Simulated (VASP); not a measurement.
Calculation: PBE GGA, VASP's PBE PAW potentials (set 64) (plane waves; VASP 6.6.1).

VASP input:

File POSCAR:
```
HfN
1
    0.0000000000     2.2600000000     2.2600000000
    2.2600000000     0.0000000000     2.2600000000
    2.2600000000     2.2600000000     0.0000000000
Hf N
1 1
Direct
  0.0000000000   0.0000000000   0.0000000000
  0.5000000000   0.5000000000   0.5000000000
```

**KPOINTS**
```
K-points
0
G
  13 13 13
```

### INCAR
```
ALGO  =  Normal
EDIFF  =  1E-6
ENCUT  =  520
GGA  =  PE
ISIF  =  2
ISMEAR  =  1
LASPH  =  .True.
LCHARG  =  .False.
LMAXMIX  =  6
LREAL  =  .False.
LWAVE  =  .False.
NELM  =  100
PREC  =  Normal
SIGMA  =  0.1
SYSTEM  =  HfN
```

POTCAR, in this order: Hf_pv N (PBE.64 set). Program: vasp_std.

Task: What will the output report for the number of irreducible k-points (NKPTS), number of bands (NBANDS), largest plane-wave count, number of space-group operations, FFT grid (NGX, NGY, NGZ)?

Result: 
| Property | Result |
|---|---|
| number of irreducible k-points (NKPTS) | 84 |
| number of bands (NBANDS) | 11 |
| largest plane-wave count | 632 |
| number of space-group operations | 48 |
| FFT grid (NGX, NGY, NGZ) | 18 × 18 × 18 |

The compound is HfN in the rock salt structure. The cell was not relaxed at this level. The run is one of a series of settings (PREC = Normal against the base run), some of them coarse on purpose. The electron count is odd and the run is not spin-polarised, which forces a metal.
